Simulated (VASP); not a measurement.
Set up this calculation in VASP 6.6.1, as the native input.

```
Task                   : single point
Functional             : RPBE
Potentials or basis    : VASP PAW PBE potentials, release 64 (W_sv, Zr_sv, Mg)
Cutoff                 : 520 eV
k mesh                 : 6 × 5 × 5
Occupations            : gaussian, width 0.05 eV
Spin                   : no spin polarisation
Further INCAR settings : ALGO = Normal; EDIFF = 1e-07; NBANDS = 29
```

The structure of Mg6ZrW lies in POSCAR:

```
Mg6ZrW
1.0
    4.9420090000      0.0000000000      0.0000000000
    0.0000000000      3.0395320000      5.5742655000
    0.0000000000     -3.0395320000      5.5742655000
W Zr Mg
1 1 6
Cartesian
    2.4710045000      0.0000000000      7.7866580314
    0.0000000000      0.0000000000      8.9243210258
    2.4710045000      0.0000000000      1.9547388314
    2.4710045000      1.5391946885      4.7686837985
    2.4710045000     -1.5391946885      4.7686837985
    0.0000000000      0.0000000000      3.6629947910
    0.0000000000      1.4816502687      6.3640162875
    0.0000000000     -1.4816502687      6.3640162875
```

The cell comes from a database or a generator and needn't be the stable form of this composition.

One way to write it, as run:

INCAR

```
PREC = Accurate ; ENCUT = 520
EDIFF = 1E-7 ; ISMEAR = 0
SIGMA = 0.05 ; LREAL = False
LASPH = True ; NELM = 60
ALGO = Normal ; ISIF = 2
LWAVE = False ; LCHARG = True
GGA = RP ; LELF = True
LVHAR = True ; NBANDS = 29
```

KPOINTS

```
regular mesh
0
Gamma
  6 5 5
```

Potentials or basis: VASP PAW PBE potentials, release 64 (W_sv, Zr_sv, Mg).

Launch:

```console
$ cat potpaw_PBE.64/W_sv/POTCAR potpaw_PBE.64/Zr_sv/POTCAR potpaw_PBE.64/Mg/POTCAR > POTCAR
$ mpirun -np 1 vasp_std > vasp.out
```

Results of the run:

The pressure is 1.5 GPa, the largest force is 0.036 eV/Å and the band gap on the k mesh is none (metal or under the smearing width).

Caveat: the PAW data sets were made with another functional, which shifts forces and pressure a little.

It took 120 s on 1 thread of AMD EPYC 9R45 96-Core Processor (Zen 5), with other jobs on the host, peak memory 0.37 GiB.
